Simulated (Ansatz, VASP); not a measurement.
# GeF2 in two plane-wave programs

Aim: how closely do two programs agree when they are given the same cell, functional and k mesh? The cell is taken from a series of runs on this material, whose earlier steps may have relaxed, scaled, displaced or heated it; both programs get it as it stands.

Program: Ansatz 0.2.0. Level of theory: plane waves, with VASP 6.6.1 beside it; single point at PBEsol. Results are calculated unless marked as measured.

### 1. Set-up

Symmetry: Pnma, No. 62, orthorhombic system. The conventional cell has a = 8.298 Å, b = 5.257 Å, c = 4.344 Å, α = 90.00°, β = 90.00°, γ = 90.00°. Nearest to Ge lie 3 F at 1.83 to 1.96 Å. Nearest to F lie 2 Ge at 1.96 Å. Nearest to F lie 1 Ge at 1.83 Å. Farther neighbours and most contacts between anions are not listed.

Structure file:

```cif
data_structure
_symmetry_space_group_name_H-M 'P 1'
_symmetry_Int_Tables_number 1
_cell_length_a 8.2976
_cell_length_b 5.2570
_cell_length_c 4.3439
_cell_angle_alpha 90.000
_cell_angle_beta 90.000
_cell_angle_gamma 90.000
_cell_volume 189.48
loop_
_atom_site_label
_atom_site_type_symbol
_atom_site_fract_x
_atom_site_fract_y
_atom_site_fract_z
_atom_site_occupancy
Ge1 Ge 0.61326 0.25000 0.24321 1
Ge2 Ge 0.11326 0.25000 0.25679 1
Ge3 Ge 0.38674 0.75000 0.75679 1
Ge4 Ge 0.88674 0.75000 0.74321 1
F5 F 0.50000 0.50000 0.50000 1
F6 F 0.00000 0.00000 0.00000 1
F7 F 0.50000 0.00000 0.50000 1
F8 F 0.00000 0.50000 0.00000 1
F9 F 0.77868 0.25000 0.52048 1
F10 F 0.27868 0.25000 0.97952 1
F11 F 0.22132 0.75000 0.47952 1
F12 F 0.72132 0.75000 0.02048 1
```

### 2. Ansatz: single point, PBEsol, pair 1

Ansatz runs on its default PAW (the set named soft_2) files.

With cell and atoms fixed, the geometry can't cause a difference; cores, projectors, grids and the points listed under the comparison can.

input.yaml reads:

```yaml
crystal:
  lattice:
    - [8.29763067, 0.0, 0.0]
    - [0.0, 5.25703209, 0.0]
    - [0.0, 0.0, 4.34385781]
  atoms:
    - { symbol: Ge, position: [0.61325569, 0.25, 0.24320917] }
    - { symbol: Ge, position: [0.11325569, 0.25, 0.25679083] }
    - { symbol: Ge, position: [0.38674431, 0.75, 0.75679083] }
    - { symbol: Ge, position: [0.88674431, 0.75, 0.74320917] }
    - { symbol: F, position: [0.5, 0.5, 0.5] }
    - { symbol: F, position: [0.0, 0.0, 0.0] }
    - { symbol: F, position: [0.5, 0.0, 0.5] }
    - { symbol: F, position: [0.0, 0.5, 0.0] }
    - { symbol: F, position: [0.77867534, 0.25, 0.52048105] }
    - { symbol: F, position: [0.27867534, 0.25, 0.97951895] }
    - { symbol: F, position: [0.22132466, 0.75, 0.47951895] }
    - { symbol: F, position: [0.72132466, 0.75, 0.02048105] }
kpoints:
  mp_grid: { grid: [2, 3, 4] }
scf:
  occupations: { method: fermi_dirac, width: 0.02 }
hamiltonian:
  xc: pbesol
output:
  forces: true
  stress: true
  efg: { quadrupole_moments_barn: { Ge: -0.196 } }
```

On the command line:

```sh
ansatz run input.yaml --threads 4 --pin off --max-ram 8192MiB --backend cpu --events-out ev --progress --plain --runs-dir out
```

Numbers of over 12 decimals in the logs are rounded to 6 here.

Output:

```text
Engine: ansatz 0.2.0, x86_64-unknown-linux-gnu
Pseudopotentials: kind: paw
Pseudopotential: Ge, paw, valence charge 14, recommended cutoff 420 eV (normal), Ge.paw.azcp
Pseudopotential: F, paw, valence charge 7, recommended cutoff 420 eV (normal), F.paw.azcp
Functional definition: PBEsol
  exchange = pbesol_x
  correlation = pbesol_c
Crystal: 12 atoms, lattice volume = 189.483 Å³
Basis set: ecut = 420 eV, 3697 PW (Γ), exchange–correlation on 120×72×60 points (8 copies of the dense FFT grid, shifted against one another)
Bands: 68, of which v1, the nominal top of the filled ones, is band 56 counted from 1 (55 counted from 0)
Symmetry: 8 space group operations
Space group: Pnma (ITA 62), of the structure as read, at distance tolerance 5.7e-5 Å
k-points: 12 of 24
Non-local potential: Ge, projectors of the file, l = 0: 2, l = 1: 2, l = 2: 3, l = 3: 1
Non-local potential: F, projectors of the file, l = 0: 2, l = 1: 2, l = 2: 1
PAW form: soft (Blöchl's): semilocal exchange-correlation on the pseudo side does not see the compensation charge
PAW frozen core: Ge, regenerated for the run's functional, and the local potential with it (the file was generated under x = pbe(κ = 0.804, μ = 0.219515), c = pbe(β = 0.066725))
PAW frozen core: F, regenerated for the run's functional, and the local potential with it (the file was generated under x = pbe(κ = 0.804, μ = 0.219515), c = pbe(β = 0.066725))
PAW one-centre angular grid: Ge, 590 points (default); XC on 64 Gauss nodes
PAW one-centre angular grid: F, 110 points (default); XC on 64 Gauss nodes
Initial density: superposition of atomic densities (neutral atoms: chi_scale 0, normalization atom), corrected by the library's trained network
Initial wavefunctions: pseudopotential atomic-orbital guess
Functional: x = pbesol(κ = 0.804, μ = 0.123457), c = pbesol(β = 0.046)
SCF iter   1: F=—  HF=-23419.791961 eV  |F-HF|=—  |Δ(HF+E_count)|=         —  Δρ=1.37e-2  dr2=2.39e-1  ethr=1.77e-3  ⟨swp⟩=6.2  Hψ=2927  notcnv=0  defer=4
preconditioner: auto → Resta (q_TF=auto, 2.499 Å⁻¹)  ε∞=3.1  [insulator: Δε(μ)=4.011 eV  Ē_g=19.715 eV  σ=0.020 eV  W_gap=1.00  n_scr=48 (ndim 8)  ℏωp=28.5 eV  f_vac=0.129  D(μ)=0.00/eV (n_scr^D=0)  ε∞_Penn≈3.1]
SCF iter   2: F=—  HF=-23419.730715 eV  |F-HF|=—  |Δ(HF+E_count)|=   6.12e-2  Δρ=3.37e-3  dr2=8.53e-3  ethr=2.13e-4  ⟨swp⟩=2.1  Hψ=1333  notcnv=0  defer=77
SCF iter   3: F=—  HF=-23419.729659 eV  |F-HF|=—  |Δ(HF+E_count)|=   1.06e-3  Δρ=9.81e-4  dr2=1.09e-3  ethr=7.61e-6  ⟨swp⟩=2.0  Hψ=1170  notcnv=0  defer=41
automatic band count: iteration 3 solves 65 bands in place of 68: the levels show a gap, and the empty bands left out lie too high to hold charge; the band table lists the bands solved (type scf.n_extra_bands for more)
SCF iter   4: F=—  HF=-23419.730406 eV  |F-HF|=—  |Δ(HF+E_count)|=   7.47e-4  Δρ=4.44e-4  dr2=2.61e-4  ethr=9.73e-7  ⟨swp⟩=2.0  Hψ=1051  notcnv=0  defer=41
SCF iter   5: F=—  HF=-23419.730398 eV  |F-HF|=—  |Δ(HF+E_count)|=   8.32e-6  Δρ=8.76e-5  dr2=1.41e-5  ethr=2.33e-7  ⟨swp⟩=2.0  Hψ=1411  notcnv=0  defer=41
SCF iter   6: F=—  HF=-23419.730331 eV  |F-HF|=—  |Δ(HF+E_count)|=   6.67e-5  Δρ=4.33e-5  dr2=2.28e-6  ethr=1.26e-8  ⟨swp⟩=3.0  Hψ=1411  notcnv=0  defer=41
SCF iter   7: F=—  HF=-23419.730332 eV  |F-HF|=—  |Δ(HF+E_count)|=   1.09e-6  Δρ=8.97e-6  dr2=1.04e-7  ethr=2.04e-9  ⟨swp⟩=2.0  Hψ=1411  notcnv=0  defer=41
SCF iter   8: F=-23419.730332 eV  HF=-23419.730332 eV  |F-HF|=9.90e-9  |Δ(HF+E_count)|=   5.29e-8  Δρ=2.52e-6  dr2=1.07e-8  ethr=8.93e-11  ⟨swp⟩=4.0  Hψ=2508  notcnv=0
SCF 1 converged in 8 iterations: F = -23419.730332 eV  dr2 = 1.07e-8
  greatest PAW one-centre occupation: 0.999 electrons in one spin orbital (limit 2), on the Ge atom at site 2 (counted from 0), in its partial waves of l = 2
SCF converged after 8 iterations
Free energy (F): -23419.730332 eV
Harris-Foulkes:  -23419.730332 eV  (|F-HF|=9.90e-9)
Internal energy: -23419.730332 eV  (E = F + TS)
E sigma→0 (E₀):  -23419.730332 eV
Fermi energy:    4.940084 eV
--- Per-component energies (eV) ---
  E_band       = -1156.405295
  E_kinetic    = 2080.546134
  E_local      = -15371.669371  (includes V_loc(G=0)·N_el)
  E_nonlocal   = 2254.551175
  E_hartree    = 6340.336023
  E_xc         = -922.212991
  E_vxc        = -1060.387613  (∫ρ·V_xc dr)
  E_paw        = -9444.868841  (= ΣΔE_a)
  E_vpaw       = -1740.133897  (= ΣTr[D̂ρ^β])
  E_aug_tail   = 0.017324  (compensation charges beyond the density's cutoff)
  E_ewald      = -8360.441071
  E_core_change = 4.011286  (= ΣΔE_core)
  E_smearing   = -0.000000  (= −TS)
  E_closure    = -0.000000  (closes the sum)
  Σ components = -23419.730332   (vs F -23419.730332, Δ=0.00e0)
--- Forces (eV/Å), atoms counted from 1 ---
  atom   1  Ge     0.00908754     0.00000000    -0.10372267
  atom   2  Ge     0.00908754     0.00000000     0.10372267
  atom   3  Ge    -0.00908754     0.00000000     0.10372267
  atom   4  Ge    -0.00908754     0.00000000    -0.10372267
  atom   5  F     -0.00000000    -0.00000000     0.00000000
  atom   6  F     -0.00000000    -0.00000000     0.00000000
  atom   7  F     -0.00000000    -0.00000000     0.00000000
  atom   8  F     -0.00000000    -0.00000000    -0.00000000
  atom   9  F      0.10232427     0.00000000     0.02578025
  atom  10  F      0.10232427     0.00000000    -0.02578025
  atom  11  F     -0.10232427     0.00000000    -0.02578025
  atom  12  F     -0.10232427     0.00000000     0.02578025
  max |Σ_I F_I| component: 2.78e-17 eV/Å
--- Stress (GPa, compression-positive) ---
        1.159453       0.000000       0.000000
        0.000000       0.770139       0.000000
        0.000000       0.000000       0.807017
  P = ⅓ Tr σ = 0.9122 GPa (9.122 kbar)
--- PAW observables at the nuclei: V_zz in 10²¹ V/m², potentials from the cell's mean, atoms counted from 1 ---
  atom   1  Ge V_zz =   -17.386580   η = 0.3242   by run symmetry: allowed   C_q = +82.3995 MHz
            electrostatic potential = -4316.827521 V   contact ρ = none
  atom   2  Ge V_zz =   -17.386580   η = 0.3242   by run symmetry: allowed   C_q = +82.3995 MHz
            electrostatic potential = -4316.827521 V   contact ρ = none
  atom   3  Ge V_zz =   -17.386580   η = 0.3242   by run symmetry: allowed   C_q = +82.3995 MHz
            electrostatic potential = -4316.827521 V   contact ρ = none
  atom   4  Ge V_zz =   -17.386580   η = 0.3242   by run symmetry: allowed   C_q = +82.3995 MHz
            electrostatic potential = -4316.827521 V   contact ρ = none
  atom   5  F  V_zz =   +15.136340   η = 0.0615   by run symmetry: allowed
            electrostatic potential = -734.516748 V   contact ρ = none
  atom   6  F  V_zz =   +15.136340   η = 0.0615   by run symmetry: allowed
            electrostatic potential = -734.516748 V   contact ρ = none
  atom   7  F  V_zz =   +15.136340   η = 0.0615   by run symmetry: allowed
            electrostatic potential = -734.516748 V   contact ρ = none
  atom   8  F  V_zz =   +15.136340   η = 0.0615   by run symmetry: allowed
            electrostatic potential = -734.516748 V   contact ρ = none
  atom   9  F  V_zz =    +9.223819   η = 0.2393   by run symmetry: allowed
            electrostatic potential = -735.145734 V   contact ρ = none
  atom  10  F  V_zz =    +9.223819   η = 0.2393   by run symmetry: allowed
            electrostatic potential = -735.145734 V   contact ρ = none
  atom  11  F  V_zz =    +9.223819   η = 0.2393   by run symmetry: allowed
            electrostatic potential = -735.145734 V   contact ρ = none
  atom  12  F  V_zz =    +9.223819   η = 0.2393   by run symmetry: allowed
            electrostatic potential = -735.145734 V   contact ρ = none
```

The run ends at a pressure of 0.91 GPa, with forces up to 0.11 eV/Å.

### 3. VASP: single point, PBEsol, pair 1

The same cell, functional, mesh and smearing now go to VASP, with its own data sets.

Lines of VASP's logs that name or quote its potential files are left out, and so is its time.

INCAR reads:

```
SYSTEM = GeF2
PREC = Accurate
ENCUT = 600
EDIFF = 1E-06
NELM = 120
ISMEAR = -1
SIGMA = 0.02
LREAL = .FALSE.
ALGO = Normal
GGA = PS
NBANDS = 69
LORBIT = 11
LWAVE = .FALSE.
LCHARG = .FALSE.
ISIF = 2
LASPH = .TRUE.
GGA_COMPAT = .FALSE.
EFERMI = MIDGAP
KPAR = 2
```

POSCAR reads:

```
GeF2
1.0
    8.2976306700      0.0000000000      0.0000000000
    0.0000000000      5.2570320900      0.0000000000
    0.0000000000      0.0000000000      4.3438578100
Ge F
4 8
Direct
    0.6132556900      0.2500000000      0.2432091700
    0.1132556900      0.2500000000      0.2567908300
    0.3867443100      0.7500000000      0.7567908300
    0.8867443100      0.7500000000      0.7432091700
    0.5000000000      0.5000000000      0.5000000000
    0.0000000000      0.0000000000      0.0000000000
    0.5000000000      0.0000000000      0.5000000000
    0.0000000000      0.5000000000      0.0000000000
    0.7786753400      0.2500000000      0.5204810500
    0.2786753400      0.2500000000      0.9795189500
    0.2213246600      0.7500000000      0.4795189500
    0.7213246600      0.7500000000      0.0204810500
```

KPOINTS reads:

```
Automatic mesh
0
Gamma
2 3 4
0 0 0
```

PAW data sets: Ge_d and F (PBE family, release 64).

On the command line:

```sh
mpirun -np 2 vasp_std
```

Output:

```text
[banner, memory and clock lines left out]
running    2 mpi-ranks, on    1 nodes
 distrk:  each k-point on    1 cores,    2 groups
 distr:  one band on    1 cores,    1 groups

 POSCAR found type information on POSCAR GeF
 POSCAR found :  2 types and      12 ions
|                                                                             |
|               ----> ADVICE to this user running VASP <----                  |
|                                                                             |
|     You enforced a specific xc type in the INCAR file but a different       |
|     [... a line on the potential file left out ...]
|     I HOPE YOU KNOW WHAT YOU ARE DOING!                                     |
|                                                                             |

 LDA part: xc-table for (Slater+PW92), standard interpolation
 POSCAR, INCAR and KPOINTS ok, starting setup
 FFT: planning ... GRIDC
 FFT: planning ... GRID_SOFT
 FFT: planning ... GRID
 WAVECAR not read
 entering main loop
       N       E                     dE             d eps       ncg     rms          rms(c)
DAV:   1     0.194944769259E+04    0.19494E+04   -0.54207E+04  2387   0.400E+03
DAV:   2     0.397980865257E+03   -0.15515E+04   -0.14497E+04  1736   0.126E+03
DAV:   3    -0.152585742527E+02   -0.41324E+03   -0.39042E+03  1777   0.317E+02
DAV:   4    -0.629063554263E+02   -0.47648E+02   -0.46827E+02  1888   0.122E+02
DAV:   5    -0.646769701994E+02   -0.17706E+01   -0.17601E+01  1814   0.244E+01    0.132E+01
DAV:   6    -0.599838628134E+02    0.46931E+01   -0.15224E+01  2586   0.401E+01    0.514E+00
DAV:   7    -0.599882884472E+02   -0.44256E-02   -0.17274E+00  1920   0.619E+00    0.316E+00
DAV:   8    -0.599420229413E+02    0.46266E-01   -0.27309E-01  2057   0.508E+00    0.784E-01
DAV:   9    -0.599348062713E+02    0.72167E-02   -0.44408E-02  2528   0.386E+00    0.162E-01
DAV:  10    -0.599365472705E+02   -0.17410E-02   -0.13125E-02  1799   0.660E-01    0.130E-01
DAV:  11    -0.599368994792E+02   -0.35221E-03   -0.13327E-03  2051   0.510E-01    0.402E-02
DAV:  12    -0.599369713468E+02   -0.71868E-04   -0.22089E-04  1940   0.136E-01    0.150E-02
DAV:  13    -0.599369839364E+02   -0.12590E-04   -0.52495E-05  2147   0.705E-02    0.973E-03
DAV:  14    -0.599369831740E+02    0.76236E-06   -0.60366E-06  1814   0.264E-02
   1 F= -.59936983E+02 E0= -.59936983E+02  d E =0.000000E+00
```

From OUTCAR (step 3):

```text
ion  position               nearest neighbor table
   1  0.613  0.250  0.243-   9 1.83   7 1.96   5 1.96
   2  0.113  0.250  0.257-  10 1.83   8 1.96   6 1.96
   3  0.387  0.750  0.757-  11 1.83   7 1.96   5 1.96
   4  0.887  0.750  0.743-  12 1.83   8 1.96   6 1.96
   5  0.500  0.500  0.500-   1 1.96   3 1.96
   6  0.000  0.000  0.000-   2 1.96   4 1.96
   7  0.500  0.000  0.500-   1 1.96   3 1.96
   8  0.000  0.500  0.000-   2 1.96   4 1.96
   9  0.779  0.250  0.520-   1 1.83
  10  0.279  0.250  0.980-   2 1.83
  11  0.221  0.750  0.480-   3 1.83
  12  0.721  0.750  0.020-   4 1.83

  LATTYP: Found a simple orthorhombic cell.
 ALAT       =     4.3438578100
 B/A-ratio  =     1.2102219548
 C/A-ratio  =     1.9101984993

 Subroutine GETGRP returns: Found  8 space group operations
 (whereof  2 operations were pure point group operations)

The static configuration has the point symmetry S_2 .
 The point group associated with its full space group is D_2h.

 Found     12 irreducible k-points:

   k-points           NKPTS =     12   k-points in BZ     NKDIM =     12   number of bands    NBANDS=     69

   dimension x,y,z NGX =    70 NGY =   42 NGZ =   36
   dimension x,y,z NGXF=   140 NGYF=   84 NGZF=   72

   ENCUT  =  600.0 eV  44.10 Ry    6.64 a.u.  16.57 10.50  8.68*2*pi/ulx,y,z

   NELECT =     112.0000    total number of electrons

 k-points in reciprocal lattice and weights: Automatic mesh
   0.00000000  0.00000000  0.00000000       0.042
   0.50000000  0.00000000  0.00000000       0.042
   0.00000000  0.33333333  0.00000000       0.083
   0.50000000  0.33333333  0.00000000       0.083
   0.00000000  0.00000000  0.25000000       0.083
   0.50000000  0.00000000  0.25000000       0.083
   0.00000000  0.33333333  0.25000000       0.167
   0.50000000  0.33333333  0.25000000       0.167
   0.00000000  0.00000000  0.50000000       0.042
   0.50000000  0.00000000  0.50000000       0.042
   0.00000000  0.33333333  0.50000000       0.083
   0.50000000  0.33333333  0.50000000       0.083

 average (electrostatic) potential at core
       1 -77.2481       2 -77.2481       3 -77.2481       4 -77.2481       5 -78.5207
       6 -78.5207       7 -78.5207       8 -78.5207       9 -77.8190      10 -77.8190
      11 -77.8190      12 -77.8190

 E-fermi :   2.1577

 k-point     1 :       0.0000    0.0000    0.0000
  band No.  band energies     occupation
    ...
     52      -2.2927      2.00000
     53      -2.2594      2.00000
     54      -1.1044      2.00000
     55      -0.2583      2.00000
     56       0.1377      2.00000
     57       4.5361      0.00000
     58       4.9541      0.00000
     59       5.1305      0.00000
     60       5.1823      0.00000
     61       6.0692      0.00000
    ...

 k-point     2 :       0.5000    0.0000    0.0000
  band No.  band energies     occupation
    ...
     52      -2.3969      2.00000
     53      -1.5806      2.00000
     54      -1.5806      2.00000
     55      -0.0513      2.00000
     56      -0.0513      2.00000
     57       4.7532      0.00000
     58       4.7532      0.00000
     59       5.2441      0.00000
     60       5.2441      0.00000
     61       6.4170      0.00000
    ...

 k-point     3 :       0.0000    0.3333    0.0000
  band No.  band energies     occupation
    ...
     52      -2.3249      2.00000
     53      -1.3637      2.00000
     54      -0.7641      2.00000
     55      -0.2738      2.00000
     56      -0.2557      2.00000
     57       4.1777      0.00000
     58       4.8135      0.00000
     59       5.2924      0.00000
     60       5.8722      0.00000
     61       6.6665      0.00000
    ...

  Total        1.3707500      0.7108982      0.9655509      0.0000000      0.0000000      0.0000000
  in kB       11.5904020      6.0110126      8.1642336      0.0000000      0.0000000      0.0000000
  external PRESSURE =       8.5885494 kB  Pullay stress =       0.0000000 kB

  energy-cutoff  :      600.00
  volume of cell :      189.48
      direct lattice vectors                 reciprocal lattice vectors
     8.297630670  0.000000000  0.000000000     0.120516330  0.000000000  0.000000000
     0.000000000  5.257032090  0.000000000     0.000000000  0.190221399  0.000000000
     0.000000000  0.000000000  4.343857810     0.000000000  0.000000000  0.230210114

 POSITION                                       TOTAL-FORCE (eV/Angst)
 -----------------------------------------------------------------------------------
      5.08857      1.31426      1.05647        -0.014437      0.000000     -0.203711
      0.93975      1.31426      1.11546        -0.014437      0.000000      0.203711
      3.20906      3.94277      3.28739         0.014437     -0.000000      0.203711
      7.35788      3.94277      3.22839         0.014437      0.000000     -0.203711
      4.14882      2.62852      2.17193         0.000000     -0.000000      0.000000
      0.00000      0.00000      0.00000         0.000000     -0.000000      0.000000
      4.14882      0.00000      2.17193         0.000000     -0.000000      0.000000
      0.00000      2.62852      0.00000         0.000000     -0.000000      0.000000
      6.46116      1.31426      2.26090         0.158758     -0.000000      0.077572
      2.31235      1.31426      4.25489         0.158758     -0.000000     -0.077572
      1.83647      3.94277      2.08296        -0.158758     -0.000000     -0.077572
      5.98529      3.94277      0.08897        -0.158758     -0.000000      0.077572
 -----------------------------------------------------------------------------------
    total drift:                                0.000000     -0.000000     -0.000000

  FREE ENERGIE OF THE ION-ELECTRON SYSTEM (eV)
  ---------------------------------------------------
  free  energy   TOTEN  =       -59.9369831740 eV

  energy  without entropy=      -59.9369831740  energy(sigma->0) =      -59.93698317

 total charge
# of ion       s       p       d       tot
------------------------------------------
    1        1.334   0.677  10.123  12.134
    2        1.334   0.677  10.123  12.134
    3        1.334   0.677  10.123  12.134
    4        1.334   0.677  10.123  12.134
    5        1.738   4.350   0.000   6.088
    6        1.738   4.350   0.000   6.088
    7        1.738   4.350   0.000   6.088
    8        1.738   4.350   0.000   6.088
    9        1.739   4.327   0.000   6.066
   10        1.739   4.327   0.000   6.066
   11        1.739   4.327   0.000   6.066
   12        1.739   4.327   0.000   6.066
--------------------------------------------------
tot         19.242  37.416  40.493  97.151

[... 3 further parts left out ...]
```

The run ends at a pressure of 0.86 GPa, with forces up to 0.20 eV/Å.

(Part 1 of 2 ends here.)

[Lines on the potential files, build, host, timing and source positions are cut from VASP's logs without a mark.]

[Logs are printed without paths, hosts, clocks, repeated set-up lines and the standing remarks that a program may print on its own settings, such as how far it seeks lower states.]

[Hosts, paths, dates, database ids (printed as entryN), source tags and the programs' standing remarks are cut or masked in the printed files.]
